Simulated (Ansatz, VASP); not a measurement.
# Pt3PbC in two plane-wave programs

One calculation is typed for both programs; each brings its own data sets. How far apart do they land? The cell is taken from a series of runs on this material, whose earlier steps may have relaxed, scaled, displaced or heated it; both programs get it as it stands.

Method: plane waves, with VASP 6.6.1 beside it; zone-centre phonons at PBEsol, in Ansatz 0.2.0.

## 1. The starting structure

The structure is orthorhombic, space group Amm2 (No. 38). The conventional cell has a = 4.185 Å, b = 6.503 Å, c = 5.735 Å, α = 90.00°, β = 90.00°, γ = 90.00°. Nearest to Pt lie 2 C at 2.16 Å and 2 Pb at 2.85 to 2.88 Å and 4 Pt at 2.87 Å. Nearest to Pt lie 2 C at 2.06 to 2.34 Å and 5 Pt at 2.87 to 2.97 Å and 4 Pb at 3.01 to 3.03 Å. Nearest to Pb lie 10 Pt at 2.85 to 3.03 Å. C has 6 Pt at 2.06 to 2.34 Å nearest. Farther neighbours are not listed.

## 2. VASP: zone-centre phonons, PBEsol

Second derivatives magnify differences that forces hide, and they need a tight electronic threshold.

Lines of VASP's logs that name or quote its potential files are left out, and so is its time.

The input, INCAR:

```
SYSTEM = Pt3PbC
PREC = Accurate
ENCUT = 600
EDIFF = 1E-08
NELM = 120
ISMEAR = 1
SIGMA = 0.2
LREAL = .FALSE.
ALGO = Normal
GGA = PS
NBANDS = 30
LASPH = .TRUE.
LORBIT = 11
LWAVE = .FALSE.
LCHARG = .FALSE.
ISIF = 2
IBRION = 8
GGA_COMPAT = .FALSE.
KPAR = 2
```

The input, POSCAR:

```
Pt3PbC
1.0
    4.1847860465      0.0000000000      0.0000000000
    0.0000000000      3.2512814113      2.8672843667
    0.0000000000     -3.2512814113      2.8672843667
Pt Pb C
3 1 1
Direct
    0.0000000000      0.5225197443      0.5225197443
    0.5000000000      0.5181169841      0.9748891315
    0.5000000000      0.9748891315      0.5181169841
    0.0000000000      0.0201589207      0.0201589207
    0.5000000000      0.4301863321      0.4301863321
```

The input, KPOINTS:

```
Automatic mesh
0
Gamma
8 8 8
0 0 0
```

PAW data sets: Pt, Pb_d and C (PBE family, release 64).

The run is started by

```sh
> mpirun -np 2 vasp_std
```

Numbers of over 12 decimals in the logs are rounded to 6 here.

Output:

```text
[banner, memory and clock lines left out]
running    2 mpi-ranks, on    1 nodes
 distrk:  each k-point on    1 cores,    2 groups
 distr:  one band on    1 cores,    1 groups

 POSCAR found type information on POSCAR PtPbC
 POSCAR found :  3 types and       5 ions
|                                                                             |
|               ----> ADVICE to this user running VASP <----                  |
|                                                                             |
|     You enforced a specific xc type in the INCAR file but a different       |
|     [... a line on the potential file left out ...]
|     I HOPE YOU KNOW WHAT YOU ARE DOING!                                     |
|                                                                             |

 LDA part: xc-table for (Slater+PW92), standard interpolation
 POSCAR, INCAR and KPOINTS ok, starting setup
 FFT: planning ... GRIDC
 FFT: planning ... GRID_SOFT
 FFT: planning ... GRID
 WAVECAR not read
 entering main loop
       N       E                     dE             d eps       ncg     rms          rms(c)
DAV:   1     0.478677411600E+03    0.47868E+03   -0.25169E+04  6300   0.198E+03
DAV:   2     0.110550936941E+02   -0.46762E+03   -0.44055E+03  6754   0.483E+02
DAV:   3    -0.330117121787E+02   -0.44067E+02   -0.40876E+02  7792   0.141E+02
DAV:   4    -0.348657098929E+02   -0.18540E+01   -0.18312E+01  7306   0.275E+01
DAV:   5    -0.349422818940E+02   -0.76572E-01   -0.76508E-01  8596   0.593E+00    0.237E+01
DAV:   6    -0.329506409502E+02    0.19916E+01   -0.84369E+00  7592   0.195E+01    0.112E+01
DAV:   7    -0.327875753497E+02    0.16307E+00   -0.11357E+00  7126   0.811E+00    0.705E+00
DAV:   8    -0.327513656318E+02    0.36210E-01   -0.18730E-01  7962   0.293E+00    0.754E-01
DAV:   9    -0.327431267143E+02    0.82389E-02   -0.23260E-02  8104   0.137E+00    0.305E-01
DAV:  10    -0.327429081177E+02    0.21860E-03   -0.65026E-03  7304   0.726E-01    0.169E-01
DAV:  11    -0.327427180928E+02    0.19002E-03   -0.66579E-04  8484   0.303E-01    0.522E-02
DAV:  12    -0.327427172701E+02    0.82277E-06   -0.71166E-05  7518   0.565E-02    0.208E-02
DAV:  13    -0.327427159026E+02    0.13675E-05   -0.10316E-05  8858   0.339E-02    0.661E-03
DAV:  14    -0.327427161291E+02   -0.22649E-06   -0.91799E-07  8146   0.110E-02    0.151E-03
DAV:  15    -0.327427161296E+02   -0.51932E-09   -0.60876E-08  7152   0.202E-03
   1 F= -.32742716E+02 E0= -.32744011E+02  d E =0.388337E-02
 Linear response reoptimize wavefunctions to high precision
DAV:   1    -0.327427160937E+02    0.35920E-07   -0.11819E-08  6850   0.834E-04
DAV:   2    -0.327427160938E+02   -0.10732E-09   -0.98518E-10  4086   0.223E-04
DAV:   3    -0.327427160938E+02   -0.61846E-10   -0.19740E-10  3948   0.108E-04
 Linear response DOF=          12
 Linear response progress:
  Degree of freedom:   1/ 12
       N       E                     dE             d eps       ncg     rms          rms(c)
RMM:   1    -0.270430150608E+00   -0.27043E+00   -0.31830E-01 16082   0.252E+00
RMM:   2    -0.255010421662E+00    0.15420E-01   -0.15561E-02 15963   0.721E-01    0.135E-01
RMM:   3    -0.255136201569E+00   -0.12578E-03   -0.22917E-03 15620   0.342E-01    0.777E-02
RMM:   4    -0.255252471310E+00   -0.11627E-03   -0.66208E-04 16195   0.159E-01    0.274E-02
RMM:   5    -0.255356758493E+00   -0.10429E-03   -0.11334E-04 15754   0.665E-02    0.564E-03
RMM:   6    -0.255394524485E+00   -0.37766E-04   -0.17235E-05 16693   0.238E-02    0.319E-03
RMM:   7    -0.255421676404E+00   -0.27152E-04   -0.20639E-06 15945   0.839E-03    0.139E-03
RMM:   8    -0.255434559853E+00   -0.12883E-04   -0.35800E-07 15743   0.348E-03    0.351E-04
RMM:   9    -0.255429207201E+00    0.53527E-05   -0.47919E-08 16464   0.146E-03    0.298E-04
RMM:  10    -0.255430612496E+00   -0.14053E-05   -0.87577E-08 16818   0.582E-04    0.315E-05
RMM:  11    -0.255430339220E+00    0.27328E-06   -0.47950E-08 16566   0.268E-04    0.569E-05
RMM:  12    -0.255430487616E+00   -0.14840E-06   -0.53921E-08 17267   0.121E-04    0.695E-06
RMM:  13    -0.255430522089E+00   -0.34474E-07   -0.29125E-08 17100   0.648E-05    0.515E-06
RMM:  14    -0.255430531412E+00   -0.93225E-08   -0.57202E-08 16837   0.395E-05    0.680E-07
 first order change of Fermi-energy   0.22866E-03
 force on displaced ion       1 direction 1 :  -8.853   0.000   0.009
 Linear response progress:
  Degree of freedom:   2/ 12
       N       E                     dE             d eps       ncg     rms          rms(c)
RMM:   1    -0.270199083150E+00   -0.27020E+00   -0.29197E-01 17432   0.251E+00
RMM:   2    -0.263500658171E+00    0.66984E-02   -0.16223E-02 18059   0.819E-01    0.132E-01
RMM:   3    -0.263446282876E+00    0.54375E-04   -0.19498E-03 16631   0.319E-01    0.811E-02
RMM:   4    -0.263702837876E+00   -0.25655E-03   -0.79763E-04 17255   0.185E-01    0.422E-02
[...]
first order change of Fermi-energy   0.85110E-01
 force on displaced ion       2 direction 3 :   0.000   3.210  -7.950
 Linear response progress:
  Degree of freedom:   7/ 12
       N       E                     dE             d eps       ncg     rms          rms(c)
RMM:   1    -0.333668927917E+00   -0.33367E+00   -0.99168E-02 12792   0.442E+00
RMM:   2    -0.334939355188E+00   -0.12704E-02   -0.10293E-02 13492   0.725E-01    0.454E-02
[...]
Degree of freedom:   9/ 12
       N       E                     dE             d eps       ncg     rms          rms(c)
RMM:   1    -0.336872848002E+00   -0.33687E+00   -0.99220E-02  9051   0.441E+00
RMM:   2    -0.337812124861E+00   -0.93928E-03   -0.12272E-02  9499   0.710E-01    0.590E-02
RMM:   3    -0.337547397867E+00    0.26473E-03   -0.10931E-03 10935   0.199E-01    0.318E-02
RMM:   4    -0.337258981903E+00    0.28842E-03   -0.21074E-04 11066   0.901E-02    0.119E-02
RMM:   5    -0.337217609411E+00    0.41372E-04   -0.32342E-05 10785   0.382E-02    0.485E-03
RMM:   6    -0.337206174804E+00    0.11435E-04   -0.70528E-06 10376   0.180E-02    0.282E-03
RMM:   7    -0.337191654082E+00    0.14521E-04   -0.28980E-06 10911   0.104E-02    0.783E-04
RMM:   8    -0.337191737063E+00   -0.82982E-07   -0.67896E-07 10774   0.514E-03    0.443E-04
RMM:   9    -0.337193444889E+00   -0.17078E-05   -0.22811E-07 11369   0.268E-03    0.188E-04
RMM:  10    -0.337193596661E+00   -0.15177E-06   -0.69824E-08 11074   0.136E-03    0.796E-05
RMM:  11    -0.337194046783E+00   -0.45012E-06   -0.28926E-08 11357   0.692E-04    0.427E-05
RMM:  12    -0.337194143125E+00   -0.96342E-07   -0.23171E-08 11180   0.367E-04    0.149E-05
RMM:  13    -0.337194185584E+00   -0.42460E-07   -0.10719E-08 11621   0.198E-04    0.782E-06
RMM:  14    -0.337194230568E+00   -0.44984E-07   -0.10155E-08 11181   0.114E-04    0.197E-06
RMM:  15    -0.337194229038E+00    0.15303E-08   -0.49169E-09 11574   0.668E-05    0.135E-06
 first order change of Fermi-energy  -0.59760E-01
 force on displaced ion       4 direction 3 :   0.000   0.000  -7.386
 Linear response progress:
  Degree of freedom:  10/ 12
       N       E                     dE             d eps       ncg     rms          rms(c)
RMM:   1    -0.117968164476E+00   -0.11797E+00    0.83670E-02 20734   0.145E+00
RMM:   2    -0.114508072981E+00    0.34601E-02   -0.64915E-03 14409   0.490E-01    0.147E-01
RMM:   3    -0.114713997900E+00   -0.20592E-03   -0.14704E-03 15353   0.245E-01    0.764E-02
RMM:   4    -0.115104071241E+00   -0.39007E-03   -0.78159E-04 15673   0.144E-01    0.189E-02
RMM:   5    -0.115000318382E+00    0.10375E-03   -0.10879E-04 14882   0.734E-02    0.898E-03
RMM:   6    -0.115063422719E+00   -0.63104E-04   -0.24027E-05 14720   0.329E-02    0.237E-03
RMM:   7    -0.115066961561E+00   -0.35388E-05   -0.66688E-06 16544   0.151E-02    0.193E-03
RMM:   8    -0.115058435211E+00    0.85264E-05   -0.96669E-07 15694   0.676E-03    0.797E-04
RMM:   9    -0.115053825346E+00    0.46099E-05   -0.69705E-08 16103   0.329E-03    0.415E-04
RMM:  10    -0.115055245724E+00   -0.14204E-05   -0.40810E-07 15690   0.145E-03    0.563E-05
RMM:  11    -0.115054909425E+00    0.33630E-06    0.16755E-08 16511   0.594E-04    0.545E-05
RMM:  12    -0.115054994939E+00   -0.85514E-07    0.80587E-09 15809   0.281E-04    0.167E-05
RMM:  13    -0.115055136994E+00   -0.14205E-06    0.20189E-09 17154   0.130E-04    0.825E-06
RMM:  14    -0.115055138592E+00   -0.15982E-08    0.73161E-09 16410   0.558E-05    0.501E-06
 first order change of Fermi-energy   0.25768E-03
 force on displaced ion       5 direction 1 :  -5.905  -0.000   0.006
 Linear response progress:
  Degree of freedom:  11/ 12
       N       E                     dE             d eps       ncg     rms          rms(c)
RMM:   1    -0.120148117106E+00   -0.12015E+00    0.10663E-01 23575   0.149E+00
RMM:   2    -0.117652169134E+00    0.24959E-02   -0.63925E-03 17053   0.452E-01    0.268E-01
RMM:   3    -0.117847524605E+00   -0.19536E-03   -0.14213E-03 17040   0.230E-01    0.142E-01
RMM:   4    -0.118417689013E+00   -0.57016E-03   -0.92023E-04 17619   0.151E-01    0.289E-02
RMM:   5    -0.118359180336E+00    0.58509E-04   -0.96702E-05 16925   0.748E-02    0.160E-02
RMM:   6    -0.118314290066E+00    0.44890E-04   -0.44329E-05 16144   0.408E-02    0.766E-03
RMM:   7    -0.118375193328E+00   -0.60903E-04   -0.10006E-05 17020   0.221E-02    0.224E-03
RMM:   8    -0.118374304952E+00    0.88838E-06   -0.26608E-06 18235   0.986E-03    0.116E-03
RMM:   9    -0.118366871364E+00    0.74336E-05   -0.71881E-07 16820   0.518E-03    0.646E-04
RMM:  10    -0.118366870259E+00    0.11049E-08   -0.13805E-07 18889   0.217E-03    0.191E-04
RMM:  11    -0.118367699450E+00   -0.82919E-06   -0.33286E-08 17596   0.927E-04    0.123E-04
RMM:  12    -0.118367863525E+00   -0.16407E-06    0.18924E-09 19132   0.423E-04    0.877E-05
RMM:  13    -0.118368051844E+00   -0.18832E-06    0.27556E-08 18645   0.205E-04    0.227E-05
RMM:  14    -0.118368038430E+00    0.13414E-07    0.78831E-09 18040   0.103E-04    0.169E-05
RMM:  15    -0.118368038063E+00    0.36675E-09    0.36927E-08 19425   0.484E-05    0.585E-06
 first order change of Fermi-energy   0.21908E-04
 force on displaced ion       5 direction 2 :   0.000  -2.538  -0.000
 Linear response progress:
  Degree of freedom:  12/ 12
       N       E                     dE             d eps       ncg     rms          rms(c)
RMM:   1    -0.117807711475E+00   -0.11781E+00    0.80379E-02 14314   0.144E+00
RMM:   2    -0.114828667251E+00    0.29790E-02   -0.59811E-03 10600   0.483E-01    0.188E-01
RMM:   3    -0.115058742402E+00   -0.23008E-03   -0.13686E-03 10384   0.242E-01    0.118E-01
RMM:   4    -0.115259581514E+00   -0.20084E-03   -0.62386E-04 11030   0.150E-01    0.513E-02
RMM:   5    -0.115370176205E+00   -0.11059E-03   -0.14793E-04 10833   0.819E-02    0.198E-02
RMM:   6    -0.115341367130E+00    0.28809E-04   -0.31633E-05 10692   0.395E-02    0.682E-03
RMM:   7    -0.115335688973E+00    0.56782E-05   -0.87446E-06 11297   0.183E-02    0.229E-03
RMM:   8    -0.115345038375E+00   -0.93494E-05   -0.24989E-06 11159   0.986E-03    0.122E-03
RMM:   9    -0.115337838340E+00    0.72000E-05   -0.42257E-07 10680   0.408E-03    0.346E-04
RMM:  10    -0.115337916114E+00   -0.77774E-07   -0.96781E-08 11672   0.174E-03    0.231E-04
RMM:  11    -0.115338155609E+00   -0.23950E-06   -0.30651E-08 11576   0.739E-04    0.743E-05
RMM:  12    -0.115338306429E+00   -0.15082E-06   -0.33953E-09 11341   0.337E-04    0.351E-05
RMM:  13    -0.115338355190E+00   -0.48761E-07   -0.14098E-08 12007   0.162E-04    0.127E-05
RMM:  14    -0.115338371820E+00   -0.16630E-07   -0.10917E-08 11913   0.743E-05    0.683E-06
RMM:  15    -0.115338396439E+00   -0.24619E-07   -0.96688E-09 11721   0.416E-05    0.212E-06
RMM:  16    -0.115338393282E+00    0.31572E-08   -0.89358E-09 11410   0.253E-05    0.757E-07
 first order change of Fermi-energy  -0.48487E-01
 force on displaced ion       5 direction 3 :   0.000  -0.000  -6.213
 Linear response finished
```

(Continued in part 2 of 3.)

[Lines on the potential files, build, host, timing and source positions are cut from VASP's logs without a mark.]

[Logs are printed without paths, hosts, clocks, repeated set-up lines and the standing remarks that a program may print on its own settings, such as how far it seeks lower states.]

[Hosts, paths, dates, database ids (printed as entryN), source tags and the programs' standing remarks are cut or masked in the printed files.]
